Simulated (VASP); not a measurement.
Data:

```
CELL_PARAMETERS angstrom
      2.25826     1.30381     7.36985
     -2.25826     1.30381     7.36985
      0.00000    -2.60761     7.36985
ATOMIC_POSITIONS crystal
  Te 0.50000 0.50000 0.50000
  Pb 0.74475 0.74475 0.74475
  Pb 0.25525 0.25525 0.25525
  Se 0.00000 0.00000 0.00000
```

Method: modified Becke-Johnson potential (mBJ) with spin-orbit coupling, VASP's PBE PAW potentials (set 64) (plane waves; VASP). Settings: 400 eV cut-off, 4×4×4 Γ-centred mesh, Gaussian smearing of 0.050 eV, potentials Te Pb_d Se.

mBJ is a potential without an energy functional, so only the levels count.

Question: Give the energies of bands 31 to 44 at the high-symmetry points, in eV from the valence-band maximum.

Answer: 
| band | Γ | T | H2 | L | S0 | F |
|---|---|---|---|---|---|---|
| 31 | -1.66 | -1.66 | -3.52 | -3.04 | -3.20 | -3.12 |
| 32 | -1.66 | -1.66 | -3.52 | -3.04 | -3.20 | -3.12 |
| 33 | -1.58 | -1.61 | -2.62 | -2.56 | -2.99 | -2.61 |
| 34 | -1.58 | -1.61 | -2.62 | -2.56 | -2.99 | -2.61 |
| 35 | -1.15 | -0.81 | -2.43 | -2.21 | -2.23 | -1.41 |
| 36 | -1.15 | -0.81 | -2.43 | -2.21 | -2.23 | -1.41 |
| 37 | -0.69 | -0.77 | -1.29 | -1.83 | -1.62 | -1.00 |
| 38 | -0.69 | -0.77 | -1.29 | -1.83 | -1.62 | -1.00 |
| 39 | 0.00 | -0.66 | -1.24 | -1.62 | -0.69 | -0.03 |
| 40 | 0.00 | -0.66 | -1.24 | -1.62 | -0.69 | -0.03 |
| 41 | 0.48 | 1.64 | 2.20 | 2.79 | 1.68 | 0.46 |
| 42 | 0.48 | 1.64 | 2.20 | 2.79 | 1.68 | 0.46 |
| 43 | 1.74 | 1.84 | 2.44 | 2.90 | 2.68 | 1.73 |
| 44 | 1.74 | 1.84 | 2.44 | 2.90 | 2.68 | 1.73 |

The gap is indirect, 0.46 eV, from the valence maximum at Γ to the conduction minimum at F.

The structure comes from a computed database's TePb2Se entry (R-3m); how it stands against other phases isn't given here. It was relaxed first. The cell's shape comes from a PBE relaxation.
